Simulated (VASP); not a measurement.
# Bulk modulus and pressure derivative of fcc Cu at LDA, from stress and from energy against strain

The decision is how far a copper length gauge may be loaded. A piece of copper with an edge of 100 µm at zero pressure sits in a liquid-filled cell, and its shortening indicates the pressure. The brief, set here in round numbers, asks for the largest shortening at no more than 10 GPa, and for at least 0.5 µm so that the change can be read.

The design needs the bulk modulus B0 and its pressure derivative B0′. Both are calculated for a static lattice at LDA, once from the stress tensor and once from the energy. Strain and shortening are measured from the fitted V0, the volume at the minimum of the energy curve, and compression counts as positive. The seven volumes serve as candidate working points.

## Calculations

One crystal, Cu (fcc) (known phase), at LDA: single-point runs on uniformly scaled copies of a cell relaxed at LDA; symmetry fixes shape and positions. Program: VASP 6.6.1, plane waves and PAW (data sets made for LDA of release 64), scalar-relativistic without spin-orbit coupling, no spin polarisation. Cutoff 400 eV; on the k meshes the divisions times the cell-vector length are 31 Å or more. Occupations: first-order Methfessel-Paxton smearing of 0.2 eV.

Notes on method and selection:

- Third-order Birch-Murnaghan: P = 3·B0·f·(1 + 2f)^(5/2)·[1 + (3/2)(B0′ − 4)·f]. The fit to the energies of these runs gives B0 = 185.2 GPa and B0′ = 5.10.
- Static lattice. The pressure from the stress tensor and the slope of the energy need not agree exactly at a finite cutoff and mesh.
- A measured value is attached only where its sources agree among themselves; tables made before the last selection also left out values far from the computed one, as likely another phase or mode.
- Series whose points a third-order Birch-Murnaghan form does not fit, or whose B0′ lies outside 2 to 8, were left out.
- Crystals whose pressure at the fitted V0 departs from zero by more than 0.6 % of B0 plus 0.1 GPa, and layered compounds, were left out.
- Runs that did not converge, have known faults or may not be shown are not listed, and runs on Ansatz's PAW sets soft_1 and soft_2 are kept to separate tables.

Columns:

- Eulerian strain: Eulerian strain f = ½[(V0/V)^(2/3) − 1] with the fitted V0 = 10.9341 Å³ per atom, compression positive.
- fitted bulk modulus (GPa): bulk modulus at that volume from the third-order Birch-Murnaghan fit to the energies.
- volume (Å³): volume per atom.
- pressure (GPa): pressure from the stress tensor, compression positive.
- energy (meV/atom): energy per atom above the lowest point, extrapolated to zero smearing.

## Results

| member | Eulerian strain | fitted bulk modulus (GPa) | volume (Å³) | pressure (GPa) | energy (meV/atom) |
| --- | --- | --- | --- | --- | --- |
| V = 11.540 Å³ | −0.01764 | 139.3 | 11.5395 | −9.55 | 17.24 |
| V = 11.322 Å³ | −0.01148 | 154.4 | 11.3218 | −6.77 | 7.25 |
| V = 11.104 Å³ | −0.00511 | 171.1 | 11.1041 | −3.61 | 1.35 |
| V = 10.886 Å³ | 0.00146 | 189.3 | 10.8863 | −0.05 | 0.00 |
| V = 10.669 Å³ | 0.00826 | 209.5 | 10.6686 | 3.97 | 3.79 |
| V = 10.451 Å³ | 0.01530 | 231.8 | 10.4509 | 8.48 | 13.38 |
| V = 10.233 Å³ | 0.02258 | 256.4 | 10.2332 | 13.60 | 29.59 |

Least-squares fits to the whole series, with x = Eulerian strain; R² and errors in the fitted variable (y, or ln y where the fit is in ln y):

| y | members | fit | R² | rms residual | leave-one-out rms | the same for the mean of the others |
| --- | --- | --- | --- | --- | --- | --- |
| pressure (GPa) | 7 | y = −0.87609 + 556.55 x + 3710.2 x² | 1.00 | 0.014 | 0.039 | 9.0 |
| energy (meV/atom) | 7 | y = −0.1771 + 18.23 x + 57350 x² | 1.00 | 0.11 | 0.28 | 11 |

## What drives the series

Both routes give a bulk modulus near 185 GPa and a derivative near 5.1 at V0.

For the pressure, B = (1/3)·(1 + 2f)·dP/df. The fitted parabola gives B0 = 556.55 / 3 = 185.5 GPa and B0′ = (2/3) × (1 + 3710.2 / 556.55) = 5.11.

For the energy, E = (9/2)·B0·V0·f²·[1 + (B0′ − 4)·f], counted from the minimum. The lowest row lies 57350 × 0.00146² = 0.12 meV above that minimum. At the two ends E/f² is then (17.24 + 0.12) / 0.01764² = 55790 and (29.59 + 0.12) / 0.02258² = 58270 meV. The slope between them is (58270 − 55790) / (0.02258 + 0.01764) = 61700 meV, and the value at zero strain is 55790 + 61700 × 0.01764 = 56880 meV. Hence B0′ = 4 + 61700 / 56880 = 5.08, and B0 = (2/9) × 56880 / 1000 / 10.9341 × 160.2 = 185.2 GPa, where 1000 converts meV to eV and 160.2 converts eV/Å³ to GPa. The full Birch-Murnaghan fit gives 185.2 GPa and 5.10. The printed energy parabola has no cubic term: its curvature corresponds to (2/9) × 57350 / 1000 / 10.9341 × 160.2 = 186.7 GPa, and it cannot supply B0′.

The modulus rises from 139.3 to 256.4 GPa, a factor of 1.84, while the volume falls by 11 %. In a simple model, E = a·V^(−m) − b·V^(−n), attraction and repulsion balance at V0, but the steeper repulsion dominates the curvature, and B0′ = m + n + 2. Free-electron kinetic energy (m = 2/3) with electrostatic attraction (n = 1/3) would give 3. The larger value found here calls for a steeper repulsion, for which the overlap of filled d shells is a plausible source.

## Members off the line

Largest departures from the fit to the whole series:

| member | pressure (GPa) | fit | computed − fit | in rms residuals |
| --- | --- | --- | --- | --- |
| V = 10.451 Å³ | 8.48 | 8.51 | −0.03 | 1.9 |
| V = 10.233 Å³ | 13.60 | 13.58 | +0.02 | 1.2 |
| V = 11.104 Å³ | −3.61 | −3.62 | +0.01 | 0.9 |
| V = 11.540 Å³ | −9.55 | −9.54 | −0.01 | 0.8 |

No row departs from the pressure parabola by more than 0.03 GPa. The signs of the four listed departures are those left by the missing cubic term, which accounts for about 0.02 GPa.

The larger discrepancy is common to the whole series. At V0 the stress tensor gives −0.88 GPa where the energy slope is zero. This is the expected sign of Pulay stress, which is the likely cause. At fixed cutoff a smaller cell holds fewer plane waves, which raises its energy; the energy slope includes this change of basis and the stress tensor does not. A nearly constant offset hardly alters dP/df at a given volume, so both routes give nearly the same B0. Taken at the zero of the stress pressure instead, the modulus would be about 185.5 + 5.11 × 0.88 = 190 GPa, because that volume is smaller.

## Selection

The three expanded volumes, from 11.104 Å³ upwards, are under tension and drop out. For the other four, the pressure follows from the energy fit as P = 555.6·f·(1 + 2f)^(5/2)·(1 + 1.65·f) in GPa, with 3 × 185.2 = 555.6 and 1.5 × (5.10 − 4) = 1.65. The shortening of the 100 µm edge is 100·[1 − (1 + 2f)^(−1/2)] in µm.

- V = 10.886 Å³: 0.82 GPa and 0.15 µm, too small a change to read.
- V = 10.669 Å³: 555.6 × 0.00826 × (1 + 2 × 0.00826)^(5/2) × (1 + 1.65 × 0.00826) = 4.85 GPa and 0.82 µm, which meets the brief.
- V = 10.451 Å³: 555.6 × 0.01530 × (1 + 2 × 0.01530)^(5/2) × (1 + 1.65 × 0.01530) = 9.40 GPa and 1.5 µm, which meets the brief.
- V = 10.233 Å³: 555.6 × 0.02258 × (1 + 2 × 0.02258)^(5/2) × (1 + 1.65 × 0.02258) = 14.5 GPa and 2.2 µm, above the pressure limit.

The pick is V = 10.451 Å³, which gives the largest shortening within the limit. The runner-up is V = 10.669 Å³, with about half the shortening at about half the pressure.

The stress tensor gives 8.48 GPa at the pick, which is 9.40 − 8.48 = 0.92 GPa below the energy route. The edge there is 100 − 1.5 = 98.5 µm long and the modulus 231.8 GPa, so the gauge responds by 98.5 / (3 × 231.8) = 0.142 µm per GPa. The disagreement between the routes therefore amounts to 0.92 × 0.142 = 0.13 µm, well below the 1.5 − 0.82 = 0.68 µm between pick and runner-up.

The error of LDA is larger. It typically makes late 3d metals too stiff; for copper roughly 30 % is assumed here, from general experience rather than from these runs. At the same relative shortening, real copper would then be under about 9.40 / 1.3 = 7 GPa at the pick and 14.5 / 1.3 = 11 GPa at the strongest compression. The selection stays the same, but the LDA pressure scale should not be used to calibrate the gauge.

On the uncorrected LDA scale, a limit of 9 GPa instead of 10 would make the routes disagree: the energy route would reject V = 10.451 Å³ while the stress tensor would still admit it. The energy route should then decide between the two, since its slope is consistent with the fitted V0 from which the shortening is measured. For real copper, at about 7 GPa by the rough correction above, the pick would still stand.

## What to take away

Between 10.23 and 11.54 Å³ per atom, stress and energy agree on B0 within about 1 GPa and on B0′ within about 0.1, provided both are evaluated at the same volume. Series with a larger pressure offset or a poor Birch-Murnaghan fit were left out, so this agreement does not show how often the two routes match in general.

Two errors exceed the difference between the routes, though not the 117 GPa range of the modulus over the series. With the 30 % assumed above, LDA overbinding raises B0 by some 40 GPa. Leaving out zero-point motion and thermal expansion raises it further, by roughly 5 to 10 GPa relative to room temperature, again a rough figure from general experience rather than from these runs.
